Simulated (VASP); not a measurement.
Computed with r2SCAN meta-GGA, VASP's PBE PAW potentials (set 64) (plane waves; VASP).

The input files of a VASP run:

### KPOINTS
```
Automatic
0
Gamma
 13 13 7
```

**INCAR**
```
SYSTEM = Al
PREC = Accurate; ENCUT = 400; LREAL = F
LASPH = T
EDIFF = 1E-6; NELM = 100; ALGO = Normal
LMIXTAU = T
ISMEAR = 1; SIGMA = 0.1
METAGGA = R2SCAN
IBRION = 2; NSW = 60; ISIF = 3
EDIFFG = -0.01
LWAVE = F; LCHARG = F
```

POSCAR:
```
Al
1.0
  2.8297490390   0.0000000000   0.0000000000
 -1.4148745195   2.4506347503   0.0000000000
  0.0000000000   0.0000000000   4.5966014676
Al
2
direct
  0.6666670000   0.3333330000   0.7500000000
  0.3333330000   0.6666670000   0.2500000000
```

POTCAR, in this order: Al (PBE.64 set). Program: vasp_std.

Question: What will the output report for the number of irreducible k-points (NKPTS), number of bands (NBANDS), largest plane-wave count, number of space-group operations, FFT grid (NGX, NGY, NGZ)?

Answer: 
- number of irreducible k-points (NKPTS): 84
- number of bands (NBANDS): 7
- largest plane-wave count: 590
- number of space-group operations: 24
- FFT grid (NGX, NGY, NGZ): 18 × 18 × 30

The structure comes from a computed database's Al entry (P6_3/mmc); how it stands against other phases isn't given here. It was relaxed first. The start is the result of an earlier pass.
